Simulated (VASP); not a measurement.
Energy against volume of CdS (zinc blende). Calculation: PBEsol GGA, VASP's PBE PAW potentials (set 64) (plane waves; VASP).

```
V (Å³/atom)  E (eV/atom)
-----------  -----------
23.364          -3.38728
24.110          -3.40212
24.856          -3.40679
25.601          -3.40286
26.347          -3.39169
```

### Question
Fit a third-order Birch-Murnaghan equation of state.

### Answer

- volume per atom = 24.87 Å³/atom
- bulk modulus = 61.2 GPa
- pressure derivative of the bulk modulus = 4.67
- lattice constant a = 5.838 Å

Measured: a 5.832 Å (computed value off by +0.1 %), as given by arXiv:1206.3780. The calculation is for a static lattice, while the measured a holds thermal and zero-point effects, which are part of the difference.

The compound is CdS in the zinc blende structure, a metastable form; wurtzite is the usual one. It was relaxed first.
